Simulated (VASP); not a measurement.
```yaml
crystal:
  lattice:
    - [1.45500, -2.52013, 0.00000]
    - [1.45500, 2.52013, 0.00000]
    - [0.00000, 0.00000, 2.84000]
  atoms:
    - { symbol: W, position: [0.00000, 0.00000, 0.00000] }
    - { symbol: C, position: [0.33333, 0.66667, 0.50000] }
```

The base run (VASP): PBE GGA, plane waves, VASP's PBE PAW potentials (set 64). Numerical set-up: 520 eV cut-off, 13×13×12 Γ-centred mesh, first-order Methfessel-Paxton smearing of 0.10 eV, potentials W_sv C.

One setting is varied; ΔE counts from the most expensive setting. The base run took about 10 core-seconds. Times come from single runs on busy shared machines, so they are rough: good to a factor of about 2.

Pressures at a finite cut-off, here 520 eV, hold a Pulay part, which wasn't tested here.

```tsv
setting	cost over the base run	electronic steps	ΔE (meV/atom)	pressure (GPa)
KGAMMA = .TRUE., KSPACING = 0.6, KPOINTS file removed	about 1/4	13	23.6	5.82
KGAMMA = .TRUE., KSPACING = 0.5, KPOINTS file removed	about 1/4	13	4.9	5.52
KGAMMA = .TRUE., KSPACING = 0.25, KPOINTS file removed	within a factor of 2	13	-1.9	5.23
KGAMMA = .TRUE., KSPACING = 0.2, KPOINTS file removed	within a factor of 2	13	0.0	5.16
base run	reference	13	0.0	5.16
KGAMMA = .TRUE., KSPACING = 0.16, KPOINTS file removed	within a factor of 2	12	0.0	5.18
```

Left out are runs that failed, have no time on record or changed the cell.

The compound is WC in the wc structure. The cell was not relaxed at this level.
